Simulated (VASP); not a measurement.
A VASP calculation is set up with these files.

File KPOINTS:
```
Regular mesh
0
gamma
12 12 12
0 0 0
```

File POSCAR:
```
MoSi2
1
   -1.6420560000     1.6341610000     3.9842860000
    1.6420560000    -1.6341610000     3.9842860000
    1.6420560000     1.6341610000    -3.9842860000
Si Mo
2 1
Direct
  0.6650000000   0.6650000000   0.0000000000
  0.3350000000   0.3350000000   0.0000000000
 -0.0000000000   0.0089420000   0.0089420000
```

INCAR:
```
SYSTEM = MoSi2
PREC = Accurate
ENCUT = 400
EDIFF = 1E-6
NELM = 100
ALGO = Normal
LREAL = .FALSE.
LASPH = .TRUE.
ISMEAR = 1
SIGMA = 0.1
GGA = PE
LMAXMIX = 4
LWAVE = .FALSE.
LCHARG = .FALSE.
ISIF = 2
LDAU = .TRUE.
LDAUTYPE = 2
LDAUL = -1 2
LDAUU = 0 5.0
LDAUJ = 0 0
LDAUPRINT = 1
LORBIT = 10
```

POTCAR, in this order: Si Mo_sv (PBE.64 set). Program: vasp_std.

Task: Write an equivalent input for Quantum ESPRESSO's pw.x.

Result: One equivalent input (not run):
```
&CONTROL
  calculation = 'scf'
  pseudo_dir = './pseudo'
  outdir = './out'
  tprnfor = .true.
  tstress = .true.
/
&SYSTEM
  ibrav = 0
  nat = 3
  ntyp = 2
  ecutwfc = 80
  occupations = 'smearing'
  smearing = 'methfessel-paxton'
  degauss = 0.00735
  input_dft = 'pbe'
/
&ELECTRONS
  conv_thr = 7.3e-08
  electron_maxstep = 100
/
ATOMIC_SPECIES
  Si 28.085 Si.upf
  Mo 95.950 Mo.upf
CELL_PARAMETERS angstrom
    -1.6420560    1.6341610    3.9842860
     1.6420560   -1.6341610    3.9842860
     1.6420560    1.6341610   -3.9842860
ATOMIC_POSITIONS crystal
  Si   0.6650000  0.6650000  0.0000000
  Si   0.3350000  0.3350000  0.0000000
  Mo  -0.0000000  0.0089420  0.0089420
K_POINTS automatic
  12 12 12 0 0 0
HUBBARD {ortho-atomic}
U Mo-4d 5
```
What does not carry over: the potentials are each code's own (VASP's PAW set, PseudoDojo norm-conserving files in pw.x), so ENCUT and ecutwfc are chosen apart and not converted; conv_thr bounds pw.x's estimated SCF error, while EDIFF bounds the energy change between steps; the +U projectors differ (PAW spheres against orthogonalised atomic orbitals), so the same U acts differently.

The compound is MoSi2 in the MoSi2 type structure. The cell was not relaxed at this level. The run is one of a series of settings (LDAU = .TRUE., LDAUJ = 0 0, LDAUL = -1 2, LDAUTYPE = 2, LDAUU = 0 5.0 against the base run), some of them coarse on purpose.
